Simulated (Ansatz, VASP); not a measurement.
# NdI2: VASP beside Ansatz

Aim: how closely do two programs agree when they are given the same cell, functional and k mesh? The structure shown is the end of the VASP relaxation below. Valence electrons are named where the data sets of a main pair hold unlike numbers.

Program: Ansatz 0.2.0. Level of theory: plane waves, with VASP 6.6.1 beside it; single point at LDA, DFT+U. Results are calculated unless marked as measured.

In doubt: a part-filled 4f shell, where there is one, can sit in one of many states (step 3), so energies may not be the lowest and differences between runs may mislead; derivatives with an open 4f shell can jump between states (step 3), which bears on forces and vibrations.

**1. Set-up**

The cell holds 3 atoms: 2 I and 1 Nd. Cell: a = 3.885 Å, b = 3.885 Å, c = 18.777 Å, α = 90.0°, β = 90.0°, γ = 90.0°. It derives from NdI2. As first built, before any earlier steps moved the atoms (in the runner's words): kind sheets cut from a layered crystal; sheets 1. Vacuum lies along c.

**2. VASP: relaxation, LDA, DFT+U**

This run makes the geometry at which the two programs are then compared.

Lines of VASP's logs that name or quote its potential files are left out, and so is its time.

INCAR reads:

```
SYSTEM = NdI2
PREC = Normal
ENCUT = 340
EDIFF = 1E-05
NELM = 120
ISMEAR = 0
SIGMA = 0.05
LREAL = .FALSE.
ALGO = Fast
GGA = CA
NBANDS = 23
ISPIN = 2
MAGMOM = 0 0 3
LDAU = .TRUE.
LDAUTYPE = 2
LDAUL = -1 3
LDAUU = 0 6
LDAUJ = 0 0
LDAUPRINT = 1
LASPH = .TRUE.
LMAXMIX = 6
AMIX = 0.2
BMIX = 1E-04
AMIX_MAG = 0.8
BMIX_MAG = 1E-04
LORBIT = 11
LWAVE = .FALSE.
LCHARG = .FALSE.
KPAR = 2
IBRION = 2
NSW = 40
ISIF = 2
EDIFFG = -0.03
POTIM = 0.4
MAXMIX = 40
IDIPOL = 3
LDIPOL = .TRUE.
DIPOL = 0.5 0.5 0.5
```

POSCAR reads:

```
NdI2
1.0
    3.8846799520      0.0000000000      0.0000000000
    0.0000000000      3.8846799520      0.0000000000
    0.0000000000      0.0000000000     18.7766212159
I Nd
2 1
Direct
    0.0000000000      0.0000000000      0.6005671140
    0.0000000000      0.0000000000      0.3994328860
    0.5000000000      0.5000000000      0.5000000000
```

KPOINTS reads:

```
Automatic mesh
0
Gamma
6 6 1
0 0 0
```

PAW data sets: I and Nd (PBE family, release 64).

Command:

```
mpirun -np 2 vasp_std
```

Numbers of over 12 decimals in the logs are rounded to 6 here.

What it wrote:

```text
[banner, memory and clock lines left out]
running    2 mpi-ranks, on    1 nodes
 distrk:  each k-point on    1 cores,    2 groups
 distr:  one band on    1 cores,    1 groups

 POSCAR found type information on POSCAR I Nd
 POSCAR found :  2 types and       3 ions
|                                                                             |
|               ----> ADVICE to this user running VASP <----                  |
|                                                                             |
|     You enforced a specific xc type in the INCAR file but a different       |
|     [... a line on the potential file left out ...]
|     I HOPE YOU KNOW WHAT YOU ARE DOING!                                     |
|                                                                             |

 LDA part: xc-table for (Slater(with rela. corr.)+CA(PZ))
 , standard interpolation
 POSCAR, INCAR and KPOINTS ok, starting setup
 FFT: planning ... GRIDC
 FFT: planning ... GRID_SOFT
 FFT: planning ... GRID
 WAVECAR not read
 entering main loop
       N       E                     dE             d eps       ncg     rms          rms(c)
DAV:   1     0.286024316061E+03    0.28602E+03   -0.74731E+03  1000   0.831E+02
DAV:   2     0.465798393817E+02   -0.23944E+03   -0.22280E+03  1349   0.249E+02
DAV:   3    -0.563709781097E+01   -0.52217E+02   -0.50338E+02  1624   0.141E+02
DAV:   4    -0.850810143501E+01   -0.28710E+01   -0.27872E+01  1667   0.299E+01
DAV:   5    -0.869473991715E+01   -0.18664E+00   -0.18535E+00  1357   0.590E+00    0.292E+01
RMM:   6    -0.124711735749E+02   -0.37764E+01   -0.88132E+00  1125   0.457E+01    0.486E+01
RMM:   7    -0.110734499931E+02    0.13977E+01   -0.25427E+00  1202   0.141E+01    0.352E+01
RMM:   8    -0.113541450345E+02   -0.28070E+00   -0.10895E+00  1268   0.379E+00    0.347E+01
RMM:   9    -0.121988425647E+02   -0.84470E+00   -0.31592E+00  1263   0.212E+01    0.153E+01
RMM:  10    -0.125294753984E+02   -0.33063E+00   -0.64910E-01  1252   0.944E+00    0.128E+01
RMM:  11    -0.125126652980E+02    0.16810E-01   -0.11588E-01  1398   0.195E+00    0.123E+01
RMM:  12    -0.125066560834E+02    0.60092E-02   -0.34321E-02  1443   0.945E-01    0.123E+01
RMM:  13    -0.124304217550E+02    0.76234E-01   -0.10490E-01  1245   0.340E+00    0.109E+01
RMM:  14    -0.127210542721E+02   -0.29063E+00   -0.12419E+00  1437   0.932E+00    0.117E+01
[...]
RMM:  34    -0.131882515549E+02   -0.25846E-02   -0.67513E-03  1425   0.994E-01    0.498E+00
RMM:  35    -0.131887059273E+02   -0.45437E-03   -0.34320E-03  1330   0.531E-01    0.430E+00
RMM:  36    -0.131888618006E+02   -0.15587E-03   -0.33182E-03  1362   0.578E-01    0.305E+00
RMM:  37    -0.131897040659E+02   -0.84227E-03   -0.35207E-03  1363   0.730E-01    0.180E+00
RMM:  38    -0.131903630974E+02   -0.65903E-03   -0.28564E-03  1345   0.523E-01    0.116E+00
RMM:  39    -0.131909298809E+02   -0.56678E-03   -0.27788E-03  1309   0.560E-01    0.435E-01
RMM:  40    -0.131913618568E+02   -0.43198E-03   -0.20525E-03  1030   0.267E-01    0.289E-01
RMM:  41    -0.131916853152E+02   -0.32346E-03   -0.87103E-04  1067   0.273E-01    0.411E-01
[...]
RMM:  76    -0.131921915187E+02    0.59124E-04    0.25012E-04   596   0.106E-01    0.202E-02
RMM:  77    -0.131921445600E+02    0.46959E-04    0.11689E-04   589   0.107E-01    0.223E-02
RMM:  78    -0.131920900386E+02    0.54521E-04    0.18842E-04   559   0.106E-01    0.233E-02
RMM:  79    -0.131920466810E+02    0.43358E-04    0.67648E-05   572   0.109E-01    0.236E-02
RMM:  80    -0.131920071626E+02    0.39518E-04    0.25724E-05   563   0.109E-01    0.227E-02
RMM:  81    -0.131919850411E+02    0.22121E-04   -0.15082E-04   564   0.111E-01    0.236E-02
RMM:  82    -0.131919595424E+02    0.25499E-04   -0.11777E-04   608   0.110E-01    0.236E-02
RMM:  83    -0.131919552993E+02    0.42431E-05   -0.32617E-04   552   0.106E-01    0.233E-02
RMM:  84    -0.131918970215E+02    0.58278E-04    0.21451E-04   547   0.107E-01    0.233E-02
RMM:  85    -0.131918952768E+02    0.17448E-05   -0.37823E-04   551   0.109E-01    0.234E-02
RMM:  86    -0.131918340641E+02    0.61213E-04    0.25638E-04   543   0.107E-01    0.234E-02
RMM:  87    -0.131917979384E+02    0.36126E-04   -0.49516E-05   547   0.107E-01    0.236E-02
RMM:  88    -0.131917367962E+02    0.61142E-04    0.20297E-04   556   0.108E-01    0.245E-02
RMM:  89    -0.131917040946E+02    0.32702E-04   -0.95642E-05   554   0.110E-01    0.254E-02
[...]
RMM: 113    -0.131898428807E+02    0.14700E-03    0.79977E-04   518   0.129E-01    0.163E-02
RMM: 114    -0.131898351528E+02    0.77278E-05   -0.61558E-04   573   0.124E-01    0.158E-02
RMM: 115    -0.131896821163E+02    0.15304E-03    0.84265E-04   557   0.127E-01    0.153E-02
RMM: 116    -0.131896669014E+02    0.15215E-04   -0.56461E-04   596   0.127E-01    0.152E-02
RMM: 117    -0.131895213940E+02    0.14551E-03    0.74427E-04   642   0.128E-01    0.145E-02
RMM: 118    -0.131894798239E+02    0.41570E-04   -0.32433E-04   585   0.128E-01    0.158E-02
RMM: 119    -0.131893114282E+02    0.16840E-03    0.94208E-04   570   0.127E-01    0.153E-02
RMM: 120    -0.131892609806E+02    0.50448E-04   -0.26530E-04   580   0.127E-01
|                                                                             |
|           W    W    AA    RRRRR   N    N  II  N    N   GGGG   !!!           |
|           W    W   A  A   R    R  NN   N  II  NN   N  G    G  !!!           |
|           W    W  A    A  R    R  N N  N  II  N N  N  G       !!!           |
|           W WW W  AAAAAA  RRRRR   N  N N  II  N  N N  G  GGG   !            |
|           WW  WW  A    A  R   R   N   NN  II  N   NN  G    G                |
|           W    W  A    A  R    R  N    N  II  N    N   GGGG   !!!           |
|                                                                             |
|     The electronic self-consistency was not achieved in the given           |
|     number of steps (NELM). The forces and other quantities evaluated       |
|     might not be reliable so examine the results carefully. If you find     |
|     spurious results, we suggest increasing NELM, if you were close to      |
|     convergence or switching to a different ALGO or adjusting the           |
|     density mixing parameters otherwise.                                    |
|                                                                             |

   1 F= -.13189261E+02 E0= -.13185790E+02  d E =-.131893E+02  mag=     3.6091
[...]
2 F= -.13205584E+02 E0= -.13202274E+02  d E =-.163225E-01  mag=     3.6089
[...]
3 F= -.13225490E+02 E0= -.13222766E+02  d E =-.362293E-01  mag=     3.6081
 curvature:  -2.45 expect dE=-0.108E-02 dE for cont linesearch -0.108E-02
 ZBRENT: extrapolating
 opt :   4.8884  next Energy=   -13.226539 (dE=-0.373E-01)
 bond charge predicted
       N       E                     dE             d eps       ncg     rms          rms(c)
DAV:   1    -0.132252568057E+02    0.22616E-03   -0.30522E-01  1109   0.189E+00    0.511E-01
RMM:   2    -0.132265035571E+02   -0.12468E-02   -0.14966E-02  1159   0.109E+00    0.548E-01
RMM:   3    -0.132268780146E+02   -0.37446E-03   -0.36387E-03  1168   0.428E-01    0.562E-01
RMM:   4    -0.132269708027E+02   -0.92788E-04   -0.80168E-04  1156   0.233E-01    0.555E-01
RMM:   5    -0.132270120981E+02   -0.41295E-04   -0.32877E-04  1084   0.153E-01    0.587E-01
RMM:   6    -0.132270215226E+02   -0.94245E-05   -0.12291E-04   913   0.143E-01    0.591E-01
RMM:   7    -0.132269984416E+02    0.23081E-04   -0.15376E-04   878   0.132E-01    0.591E-01
RMM:   8    -0.132270774360E+02   -0.78994E-04   -0.30615E-04  1137   0.178E-01    0.443E-01
RMM:   9    -0.132270784570E+02   -0.10209E-05   -0.10525E-04   884   0.112E-01    0.475E-01
RMM:  10    -0.132270970662E+02   -0.18609E-04   -0.34825E-05   867   0.150E-01    0.447E-01
RMM:  11    -0.132270877711E+02    0.92951E-05   -0.49406E-05   790   0.963E-02
   4 F= -.13227088E+02 E0= -.13224459E+02  d E =-.378268E-01  mag=     3.6064
 curvature:  -2.37 expect dE=-0.254E-07 dE for cont linesearch -0.254E-07
 trial: gam= 0.00000 g(F)=  0.107E-07 g(S)=  0.000E+00 ort =-0.116E-04 (trialstep = 0.178E+01)
 search vector abs. value=  0.108E-07
 reached required accuracy - stopping structural energy minimisation
```

From OUTCAR (step 2):

```text
ion  position               nearest neighbor table
   1  0.000  0.000  0.601-   3 3.33   3 3.33   3 3.33   3 3.33
   2  0.000  0.000  0.399-   3 3.33   3 3.33   3 3.33   3 3.33
   3  0.500  0.500  0.500-   1 3.33   2 3.33   1 3.33   2 3.33   1 3.33   2 3.33   1 3.33   2 3.33

  LATTYP: Found a simple tetragonal cell.
 ALAT       =     3.8846799520
 C/A-ratio  =     4.8335053204

 Subroutine GETGRP returns: Found 16 space group operations
 (whereof 16 operations were pure point group operations)

The static configuration has the point symmetry D_4h.

 Found     10 irreducible k-points:

   k-points           NKPTS =     10   k-points in BZ     NKDIM =     10   number of bands    NBANDS=     23

   dimension x,y,z NGX =    18 NGY =   18 NGZ =   90
   dimension x,y,z NGXF=    36 NGYF=   36 NGZF=  180

   ENCUT  =  340.0 eV  24.99 Ry    5.00 a.u.   5.84  5.84 28.23*2*pi/ulx,y,z

   NELECT =      28.0000    total number of electrons

 k-points in reciprocal lattice and weights: Automatic mesh
   0.00000000  0.00000000  0.00000000       0.028
   0.16666667  0.00000000  0.00000000       0.111
   0.33333333  0.00000000  0.00000000       0.111
   0.50000000  0.00000000  0.00000000       0.056
   0.16666667  0.16666667  0.00000000       0.111
   0.33333333  0.16666667  0.00000000       0.222
   0.50000000  0.16666667  0.00000000       0.111
   0.33333333  0.33333333  0.00000000       0.111
   0.50000000  0.33333333  0.00000000       0.111
   0.50000000  0.50000000  0.00000000       0.028

atom =   3  type =  2  l = 3

 onsite density matrix

spin component  1

  0.3234 -0.0000  0.3981  0.0000  0.0000 -0.0000 -0.0000
 -0.0000  0.0194 -0.0000  0.0000  0.0000  0.0000 -0.0000
  0.3981 -0.0000  0.7295  0.0000 -0.0000 -0.0000 -0.0000
  0.0000  0.0000  0.0000  0.0047 -0.0000  0.0000 -0.0000
  0.0000  0.0000 -0.0000 -0.0000  0.7295  0.0000 -0.3981
 -0.0000  0.0000 -0.0000  0.0000  0.0000  0.9760 -0.0000
 -0.0000 -0.0000 -0.0000 -0.0000 -0.3981 -0.0000  0.3234

spin component  2

  0.0026  0.0000  0.0004  0.0000  0.0000 -0.0000 -0.0000
  0.0000  0.0104 -0.0000  0.0000 -0.0000  0.0000 -0.0000
  0.0004 -0.0000  0.0003  0.0000 -0.0000 -0.0000  0.0000
  0.0000  0.0000  0.0000  0.0029  0.0000 -0.0000 -0.0000
  0.0000 -0.0000 -0.0000  0.0000  0.0003  0.0000 -0.0004
 -0.0000  0.0000 -0.0000 -0.0000  0.0000  0.0009 -0.0000
 -0.0000 -0.0000  0.0000 -0.0000 -0.0004 -0.0000  0.0026

 occupancies and eigenvectors

  o =  0.0003  v =  0.0000  0.0000  0.0000  0.0000  0.0000  0.0000  0.0000 -0.0001  0.0000  0.0003 -0.0000  0.9876 -0.0000  0.1572      0.0000  0.0000  0.0000  0.0000  0.0000  0.0000  0.0000  0.0000  0.0000  0.0000  0.0000  0.0000  0.0000  0.0000
  o =  0.0003  v =  0.0000  0.0000  0.0000  0.0000  0.0000  0.0000  0.0000 -0.1572  0.0000  0.9876  0.0000 -0.0003  0.0000 -0.0001      0.0000  0.0000  0.0000  0.0000  0.0000  0.0000  0.0000  0.0000  0.0000  0.0000  0.0000  0.0000  0.0000  0.0000
  o =  0.0009  v =  0.0000  0.0000  0.0000  0.0000  0.0000  0.0000  0.0000  0.0000 -0.0000 -0.0000  0.0000  0.0000  1.0000  0.0000      0.0000  0.0000  0.0000  0.0000  0.0000  0.0000  0.0000  0.0000  0.0000  0.0000  0.0000  0.0000  0.0000  0.0000
  o =  0.0026  v =  0.0000  0.0000  0.0000  0.0000  0.0000  0.0000  0.0000 -0.0014  0.0000 -0.0002 -0.0000  0.1572  0.0000 -0.9876      0.0000  0.0000  0.0000  0.0000  0.0000  0.0000  0.0000  0.0000  0.0000  0.0000  0.0000  0.0000  0.0000  0.0000
  o =  0.0026  v =  0.0000  0.0000  0.0000  0.0000  0.0000  0.0000  0.0000 -0.9876 -0.0000 -0.1572  0.0000 -0.0002  0.0000  0.0014      0.0000  0.0000  0.0000  0.0000  0.0000  0.0000  0.0000  0.0000  0.0000  0.0000  0.0000  0.0000  0.0000  0.0000
  o =  0.0029  v =  0.0000  0.0000  0.0000  0.0000  0.0000  0.0000  0.0000 -0.0000 -0.0000 -0.0000 -1.0000 -0.0000  0.0000  0.0000      0.0000  0.0000  0.0000  0.0000  0.0000  0.0000  0.0000  0.0000  0.0000  0.0000  0.0000  0.0000  0.0000  0.0000
  o =  0.0047  v =  0.0000  0.0000  0.0000 -1.0000 -0.0000  0.0000 -0.0000  0.0000  0.0000  0.0000  0.0000  0.0000  0.0000  0.0000      0.0000  0.0000  0.0000  0.0000  0.0000  0.0000  0.0000  0.0000  0.0000  0.0000  0.0000  0.0000  0.0000  0.0000
  o =  0.0104  v =  0.0000  0.0000  0.0000  0.0000  0.0000  0.0000  0.0000  0.0000  1.0000 -0.0000 -0.0000  0.0000  0.0000  0.0000      0.0000  0.0000  0.0000  0.0000  0.0000  0.0000  0.0000  0.0000  0.0000  0.0000  0.0000  0.0000  0.0000  0.0000
  o =  0.0194  v =  0.0000  1.0000  0.0000  0.0000  0.0000 -0.0000  0.0000  0.0000  0.0000  0.0000  0.0000  0.0000  0.0000  0.0000      0.0000  0.0000  0.0000  0.0000  0.0000  0.0000  0.0000  0.0000  0.0000  0.0000  0.0000  0.0000  0.0000  0.0000
  o =  0.0796  v = -0.0006  0.0000  0.0003  0.0000 -0.5223  0.0000 -0.8527  0.0000  0.0000  0.0000  0.0000  0.0000  0.0000  0.0000      0.0000  0.0000  0.0000  0.0000  0.0000  0.0000  0.0000  0.0000  0.0000  0.0000  0.0000  0.0000  0.0000  0.0000
  o =  0.0796  v =  0.8527  0.0000 -0.5223  0.0000 -0.0003 -0.0000 -0.0006  0.0000  0.0000  0.0000  0.0000  0.0000  0.0000  0.0000      0.0000  0.0000  0.0000  0.0000  0.0000  0.0000  0.0000  0.0000  0.0000  0.0000  0.0000  0.0000  0.0000  0.0000
  o =  0.9733  v =  0.0009  0.0000  0.0015 -0.0000 -0.8527  0.0000  0.5223  0.0000  0.0000  0.0000  0.0000  0.0000  0.0000  0.0000      0.0000  0.0000  0.0000  0.0000  0.0000  0.0000  0.0000  0.0000  0.0000  0.0000  0.0000  0.0000  0.0000  0.0000
  o =  0.9733  v = -0.5223  0.0000 -0.8527 -0.0000 -0.0015 -0.0000  0.0009  0.0000  0.0000  0.0000  0.0000  0.0000  0.0000  0.0000      0.0000  0.0000  0.0000  0.0000  0.0000  0.0000  0.0000  0.0000  0.0000  0.0000  0.0000  0.0000  0.0000  0.0000
  o =  0.9760  v = -0.0000  0.0000 -0.0000  0.0000  0.0000  1.0000 -0.0000  0.0000  0.0000  0.0000  0.0000  0.0000  0.0000  0.0000      0.0000  0.0000  0.0000  0.0000  0.0000  0.0000  0.0000  0.0000  0.0000  0.0000  0.0000  0.0000  0.0000  0.0000

 dipolmoment           0.000000      0.000000      0.000000 electrons x Angstroem

 average (electrostatic) potential at core
       1 -97.2077       2 -97.2077       3 -63.3784

 E-fermi :  -0.3792

 spin component 1
 k-point     1 :       0.0000    0.0000    0.0000
  band No.  band energies     occupation
    ...
     12      -3.4715      1.00000
     13      -3.4715      1.00000
     14      -3.0619      1.00000
     15      -3.0619      1.00000
     16      -1.8569      1.00000
     17      -0.2767      0.00188
     18      -0.2767      0.00188
     19       0.2423      0.00000
     20       0.2445      0.00000
     21       0.6860      0.00000
    ...

 k-point     2 :       0.1667    0.0000    0.0000
  band No.  band energies     occupation
    ...
     12      -4.1035      1.00000
     13      -3.4194      1.00000
     14      -3.3190      1.00000
     15      -3.2100      1.00000
     16      -1.2224      1.00000
     17      -0.3150      0.03473
     18      -0.2528      0.00017
     19       0.2589      0.00000
     20       0.6390      0.00000
     21       0.6655      0.00000
    ...

 k-point     3 :       0.3333    0.0000    0.0000
  band No.  band energies     occupation
    ...
     13      -3.5104      1.00000
     14      -3.4837      1.00000
     15      -2.9622      1.00000
     16      -0.8299      1.00000
     17      -0.3832      0.54517
     18      -0.2018      0.00000
     19       0.3344      0.00000
     20       0.6008      0.00000
     21       1.3855      0.00000
     22       1.6929      0.00000
    ...

 k-point     4 :       0.5000    0.0000    0.0000
  band No.  band energies     occupation
    ...
     12      -4.8560      1.00000
     13      -3.6623      1.00000
     14      -3.5388      1.00000
     15      -2.7454      1.00000
     16      -1.0473      1.00000
     17      -0.3468      0.17968
     18      -0.1767      0.00000
     19       0.4600      0.00000
     20       0.5773      0.00000
     21       1.1393      0.00000
    ...

 k-point     5 :       0.1667    0.1667    0.0000
  band No.  band energies     occupation
    ...
     12      -4.1697      1.00000
     13      -3.9822      1.00000
     14      -3.8289      1.00000
     15      -3.3632      1.00000
     16      -0.5548      1.00000
     17      -0.3092      0.02389
     18      -0.1721      0.00000
     19       0.2705      0.00000
     20       0.3950      0.00000
     21       0.6555      0.00000
    ...

 k-point     6 :       0.3333    0.1667    0.0000
  band No.  band energies     occupation
    ...
     12      -4.8063      1.00000
     13      -4.0267      1.00000
     14      -3.8140      1.00000
     15      -3.3920      1.00000
     16      -0.4167      0.85548
     17      -0.3141      0.03276
     18      -0.1461      0.00000
     19       0.3155      0.00000
     20       0.6261      0.00000
     21       1.2995      0.00000
    ...

  Total       -2.0974494     -2.0974494     -0.6843247      0.0000000      0.0000000      0.0000000
  in kB      -11.8597117    -11.8597117     -3.8694113      0.0000000      0.0000000      0.0000000
  external PRESSURE =      -9.1962782 kB  Pullay stress =       0.0000000 kB

  energy-cutoff  :      340.00
  volume of cell :      283.35
      direct lattice vectors                 reciprocal lattice vectors
     3.884679952  0.000000000  0.000000000     0.257421464  0.000000000  0.000000000
     0.000000000  3.884679952  0.000000000     0.000000000  0.257421464  0.000000000
     0.000000000  0.000000000 18.776621216     0.000000000  0.000000000  0.053257718

 POSITION                                       TOTAL-FORCE (eV/Angst)
 -----------------------------------------------------------------------------------
      3.88468      0.00000     11.20037         0.000000     -0.000000      0.000373
      0.00000      0.00000      7.57625         0.000000      0.000000     -0.000373
      1.94234      1.94234      9.38831         0.000000      0.000000      0.000000
 -----------------------------------------------------------------------------------
    total drift:                               -0.000000      0.000000      0.000000

  FREE ENERGIE OF THE ION-ELECTRON SYSTEM (eV)
  ---------------------------------------------------
  free  energy   TOTEN  =       -13.2270877711 eV

  energy  without entropy=      -13.2218303937  energy(sigma->0) =      -13.22445908

 reached required accuracy - stopping structural energy minimisation

 vacuum level on the upper side and lower side of the slab         3.486         3.486

 total charge
# of ion       s       p       d       f       tot
--------------------------------------------------
    1        1.508   2.786   0.023   0.000   4.317
    2        1.508   2.786   0.023   0.000   4.317
    3        1.943   5.307   0.581   3.126  10.957
--------------------------------------------------
tot          4.959  10.880   0.626   3.126  19.591

 magnetization (x)
# of ion       s       p       d       f       tot
--------------------------------------------------
    1       -0.001  -0.021   0.005   0.000  -0.017
    2       -0.001  -0.021   0.005   0.000  -0.017
    3       -0.007  -0.097   0.179   3.086   3.161
--------------------------------------------------
tot         -0.009  -0.139   0.188   3.086   3.126

[... 6 further parts left out ...]
```

The cell holds one magnetic atom, so no antiferromagnetic order fits into it. DFT+U on an f shell has many metastable occupations, and no search among them was made. The PAW data sets were made with PBE, a small mismatch for LDA. The run keeps the 16 symmetry operations of its start, so it cannot find a distortion of lower symmetry.

[end of part 1 of 2]

[Lines on the potential files, build, host, timing and source positions are cut from VASP's logs without a mark.]

[Logs are printed without paths, hosts, clocks, repeated set-up lines and the standing remarks that a program may print on its own settings, such as how far it seeks lower states.]

[Hosts, paths, dates, database ids (printed as entryN), source tags and the programs' standing remarks are cut or masked in the printed files.]
